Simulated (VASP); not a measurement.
Input for VASP

File POSCAR:
```
FeAl
1
    2.9100000000     0.0000000000     0.0000000000
    0.0000000000     2.9100000000     0.0000000000
    0.0000000000     0.0000000000     2.9100000000
Al Fe
1 1
Direct
  0.5000000000   0.5000000000   0.5000000000
  0.0000000000   0.0000000000   0.0000000000
```

**INCAR**
```
SYSTEM = FeAl
PREC = Accurate
ENCUT = 400
EDIFF = 1E-6
NELM = 100
ALGO = Normal
LREAL = .FALSE.
LASPH = .TRUE.
ISMEAR = 1
SIGMA = 0.1
GGA = PE
LMAXMIX = 4
LWAVE = .FALSE.
LCHARG = .FALSE.
ISIF = 2
ICHARG = 11
```

### KPOINTS
```
Automatic mesh
0
Gamma
9 9 9
0 0 0
```

POTCAR, in this order: Al Fe (PBE.64 set). Program: vasp_std.

### Question
Does this input run properly? What does VASP do?

### Answer
There is a fault: ICHARG = 11 asks for a fixed density, but there is no CHGCAR. VASP stops with an error: ERROR: charge density could not be read from file CHGCAR for ICHARG>10 ----> I REFUSE TO CONTINUE WITH THIS SICK JOB ... BYE!!! <----

File standard output:
```
 POSCAR found type information on POSCAR AlFe
 POSCAR found :  2 types and       2 ions
 Reading from existing POTCAR
 Reading from existing POTCAR
 LDA part: xc-table for (Slater+PW92), standard interpolation
 WARNING: stress and forces are not correct
 POSCAR, INCAR and KPOINTS ok, starting setup
 WAVECAR not read
 WARNING: CHGCAR is incomplete

 -----------------------------------------------------------------------------
|                                                                             |
|     EEEEEEE  RRRRRR   RRRRRR   OOOOOOO  RRRRRR      ###     ###     ###     |
|     E        R     R  R     R  O     O  R     R     ###     ###     ###     |
|     E        R     R  R     R  O     O  R     R     ###     ###     ###     |
|     EEEEE    RRRRRR   RRRRRR   O     O  RRRRRR       #       #       #      |
|     E        R   R    R   R    O     O  R   R                               |
|     E        R    R   R    R   O     O  R    R      ###     ###     ###     |
|     EEEEEEE  R     R  R     R  OOOOOOO  R     R     ###     ###     ###     |
|                                                                             |
|     ICHARG>10                                                               |
|                                                                             |
|       ---->  I REFUSE TO CONTINUE WITH THIS SICK JOB ... BYE!!! <----       |
|                                                                             |
 -----------------------------------------------------------------------------
```

To mend it, run self-consistently first and keep its CHGCAR, or remove ICHARG. The plain static run on this cell (PBE GGA, plane waves, VASP's PBE PAW potentials (set 64)) converges, and its OSZICAR ends with
```
   1 F= -.12602801E+02 E0= -.12602908E+02  d E =0.321448E-03
```

The compound is FeAl in the CsCl type structure. The cell was not relaxed at this level. The run is not spin-polarised, so no magnetic state was tried. The electron count is odd and the run is not spin-polarised, which forces a metal.
